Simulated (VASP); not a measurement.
VASP ran on this input.

INCAR:
```
SYSTEM = Tl
PREC = Accurate
ENCUT = 400
EDIFF = 1E-6
NELM = 60
ALGO = Normal
LREAL = .FALSE.
LASPH = .TRUE.
ISMEAR = 1
SIGMA = 0.1
GGA = PE
LMAXMIX = 4
LWAVE = .FALSE.
LCHARG = .FALSE.
ISIF = 2
IMIX = 1
AMIX = 1.2
BMIX = 0.0001
```

**POSCAR**
```
Tl
1
    1.7300000000    -2.9964480000     0.0000000000
    1.7300000000     2.9964480000     0.0000000000
    0.0000000000     0.0000000000     5.5200000000
Tl
2
Direct
  0.3333330000   0.6666670000   0.2500000000
  0.6666670000   0.3333330000   0.7500000000
```

### KPOINTS
```
Automatic mesh
0
Gamma
9 9 5
0 0 0
```

POTCAR, in this order: Tl_d (PBE.64 set). Program: vasp_std.

The run wrote:

standard output:
```
...
DAV:  21    -0.395165346921E+03    0.33038E+02   -0.53447E+03  1224   0.422E+02    0.142E+02
DAV:  22    -0.107845343785E+04   -0.68329E+03   -0.15328E+04  1370   0.943E+02    0.350E+02
DAV:  23    -0.880235037636E+03    0.19822E+03   -0.12225E+04  1545   0.588E+02    0.382E+02
DAV:  24    -0.159228826528E+04   -0.71205E+03   -0.23314E+04  1829   0.807E+02    0.379E+02
DAV:  25    -0.113689156310E+04    0.45540E+03   -0.15519E+04  1444   0.708E+02    0.373E+02
DAV:  26    -0.167612286895E+04   -0.53923E+03   -0.24809E+04  1794   0.804E+02    0.341E+02
DAV:  27    -0.120623364575E+04    0.46989E+03   -0.16280E+04  1435   0.716E+02    0.333E+02
DAV:  28    -0.172215862331E+04   -0.51592E+03   -0.25186E+04  1815   0.803E+02    0.336E+02
DAV:  29    -0.123203273361E+04    0.49013E+03   -0.16532E+04  1461   0.735E+02    0.334E+02
DAV:  30    -0.174061186881E+04   -0.50858E+03   -0.25727E+04  1935   0.802E+02    0.340E+02
DAV:  31    -0.129040952849E+04    0.45020E+03   -0.17369E+04  1434   0.751E+02    0.342E+02
DAV:  32    -0.174879032470E+04   -0.45838E+03   -0.25909E+04  1896   0.797E+02    0.330E+02
DAV:  33    -0.124471634627E+04    0.50407E+03   -0.16596E+04  1448   0.723E+02    0.332E+02
DAV:  34    -0.173758672033E+04   -0.49287E+03   -0.25751E+04  1878   0.793E+02    0.332E+02
DAV:  35    -0.122095866840E+04    0.51663E+03   -0.16393E+04  1433   0.736E+02    0.326E+02
DAV:  36    -0.172301340629E+04   -0.50205E+03   -0.25454E+04  1903   0.809E+02    0.332E+02
DAV:  37    -0.124157992951E+04    0.48143E+03   -0.16816E+04  1437   0.759E+02    0.320E+02
DAV:  38    -0.170893240289E+04   -0.46735E+03   -0.25260E+04  1889   0.834E+02    0.321E+02
DAV:  39    -0.128466029863E+04    0.42427E+03   -0.17340E+04  1507   0.750E+02    0.340E+02
DAV:  40    -0.175168038754E+04   -0.46702E+03   -0.25997E+04  1868   0.797E+02    0.332E+02
DAV:  41    -0.123286093280E+04    0.51882E+03   -0.16553E+04  1442   0.747E+02    0.328E+02
DAV:  42    -0.171751562844E+04   -0.48465E+03   -0.25436E+04  1893   0.812E+02    0.341E+02
DAV:  43    -0.125016865066E+04    0.46735E+03   -0.16911E+04  1445   0.735E+02    0.340E+02
DAV:  44    -0.172764193532E+04   -0.47747E+03   -0.25619E+04  1859   0.816E+02    0.328E+02
DAV:  45    -0.124594936599E+04    0.48169E+03   -0.16823E+04  1464   0.751E+02    0.328E+02
DAV:  46    -0.171744012779E+04   -0.47149E+03   -0.25558E+04  1878   0.815E+02    0.337E+02
DAV:  47    -0.120783156160E+04    0.50961E+03   -0.16418E+04  1403   0.756E+02    0.324E+02
DAV:  48    -0.166866151888E+04   -0.46083E+03   -0.24705E+04  1881   0.838E+02    0.345E+02
DAV:  49    -0.124279037036E+04    0.42587E+03   -0.16936E+04  1441   0.761E+02    0.362E+02
DAV:  50    -0.170824995866E+04   -0.46546E+03   -0.25271E+04  1848   0.820E+02    0.338E+02
DAV:  51    -0.124252978643E+04    0.46572E+03   -0.16710E+04  1496   0.748E+02    0.345E+02
DAV:  52    -0.173930494542E+04   -0.49678E+03   -0.25886E+04  1858   0.797E+02    0.350E+02
DAV:  53    -0.123736469797E+04    0.50194E+03   -0.16602E+04  1465   0.740E+02    0.345E+02
DAV:  54    -0.171613257041E+04   -0.47877E+03   -0.25543E+04  1865   0.810E+02    0.339E+02
DAV:  55    -0.121306976009E+04    0.50306E+03   -0.16406E+04  1409   0.746E+02    0.334E+02
DAV:  56    -0.169183678189E+04   -0.47877E+03   -0.25081E+04  1855   0.818E+02    0.341E+02
DAV:  57    -0.123145410477E+04    0.46038E+03   -0.16682E+04  1466   0.742E+02    0.345E+02
DAV:  58    -0.171756463420E+04   -0.48611E+03   -0.25438E+04  1857   0.817E+02    0.345E+02
DAV:  59    -0.124004514430E+04    0.47752E+03   -0.16821E+04  1409   0.744E+02    0.338E+02
DAV:  60    -0.169843357722E+04   -0.45839E+03   -0.25165E+04  1878   0.820E+02

 -----------------------------------------------------------------------------
|                                                                             |
|           W    W    AA    RRRRR   N    N  II  N    N   GGGG   !!!           |
|           W    W   A  A   R    R  NN   N  II  NN   N  G    G  !!!           |
|           W    W  A    A  R    R  N N  N  II  N N  N  G       !!!           |
|           W WW W  AAAAAA  RRRRR   N  N N  II  N  N N  G  GGG   !            |
|           WW  WW  A    A  R   R   N   NN  II  N   NN  G    G                |
|           W    W  A    A  R    R  N    N  II  N    N   GGGG   !!!           |
|                                                                             |
|     The electronic self-consistency was not achieved in the given           |
|     number of steps (NELM). The forces and other quantities evaluated       |
|     might not be reliable so examine the results carefully. If you find     |
|     spurious results, we suggest increasing NELM, if you were close to      |
|     convergence or switching to a different ALGO or adjusting the           |
|     density mixing parameters otherwise.                                    |
|                                                                             |
 -----------------------------------------------------------------------------

   1 F= -.16984336E+04 E0= -.16984333E+04  d E =-.716855E-03
```

**OUTCAR**
```
------------------------ aborting loop EDIFF was not reached (unconverged)  ----------------------------
  FORCE on cell =-STRESS in cart. coord.  units (eV):
  Direction    XX          YY          ZZ          XY          YZ          ZX
  --------------------------------------------------------------------------------------
  Total     1190.4047420   1190.4048238   1192.4549514      0.0000000     -0.0000000      0.0000000
  in kB    33326.0091096  33326.0113986  33383.4058046      0.0000000     -0.0000000      0.0000000
  external PRESSURE =   33345.1421042 kB  Pullay stress =       0.0000000 kB
  volume of cell :       57.23
      direct lattice vectors                 reciprocal lattice vectors
     1.730000000 -2.996448000  0.000000000     0.289017341 -0.166864234  0.000000000
     1.730000000  2.996448000  0.000000000     0.289017341  0.166864234  0.000000000
     0.000000000  0.000000000  5.520000000     0.000000000  0.000000000  0.181159420
 POSITION                                       TOTAL-FORCE (eV/Angst)
 -----------------------------------------------------------------------------------
      1.73000      0.99882      1.38000        -0.000000     -0.000000      0.000000
      1.73000     -0.99882      4.14000         0.000000      0.000000      0.000000
 -----------------------------------------------------------------------------------
    total drift:                                0.012536      0.003246     -0.001624
  FREE ENERGIE OF THE ION-ELECTRON SYSTEM (eV)
  ---------------------------------------------------
  free  energy   TOTEN  =     -1698.4335772226 eV

  energy  without entropy=    -1698.4328603677  energy(sigma->0) =    -1698.43333827
```
(Selected blocks of OUTCAR.)

Question: Read the log: what went wrong, and how is it fixed?

Answer: The cause: simple mixing (IMIX = 1) with AMIX above 1 overshoots. Convergence was not reached. Against the sound run, the energy per atom (σ→0) falls by 847.029 eV/atom; the pressure increases by 3331.23 GPa. To mend it, remove IMIX, remove AMIX, remove BMIX.

The mended run (PBE GGA, plane waves, VASP's PBE PAW potentials (set 64)) converges, and its OSZICAR ends with
```
   1 F= -.43765295E+01 E0= -.43760117E+01  d E =-.155350E-02
```

The compound is Tl in the hcp structure. The cell was not relaxed at this level.
